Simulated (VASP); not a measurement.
Data:

```xyz
7
Lattice="2.7342 0.0000 0.0000 0.0000 4.4650 0.0000 0.0000 0.0000 24.0092" Properties=species:S:1:pos:R:3 pbc="T T T"
W      1.3671     2.2325     8.1378
W      2.2785     0.0000     9.4268
W      0.4557     2.2325    10.7157
W      1.3671     0.0000    12.0046
W      2.2785     2.2325    13.2936
W      0.4557     0.0000    14.5825
W      1.3671     2.2325    15.8714
```

The numbers are results of PBEsol GGA, VASP's PBE PAW potentials (set 64) (plane waves; VASP), not measurements. Numerical set-up: PREC = Normal, EDIFF = 1E-5, 400 eV cut-off, 10×6×1 Γ-centred mesh, first-order Methfessel-Paxton smearing of 0.10 eV, potentials W_sv.

### Question
The ions are relaxed. Predict the relaxed structure.

### Answer

```xyz
7
Lattice="2.7342 0.0000 0.0000 0.0000 4.4650 0.0000 0.0000 0.0000 24.0092" Properties=species:S:1:pos:R:3 pbc="T T T"
W      1.2812     2.2325     8.3121
W      2.2804     0.0000     9.4033
W      0.4773     2.2325    10.7029
W      1.3671     0.0000    12.0046
W      2.2569     2.2325    13.3063
W      0.4539     0.0000    14.6059
W      1.4531     2.2325    15.6971
```

### Question
How much energy does the relaxation gain?

### Answer
The energy (σ→0) changes by -72.8 meV/atom, in 14 ionic steps.

The cell is a thin slab with vacuum, built from W (bcc): (211) face.
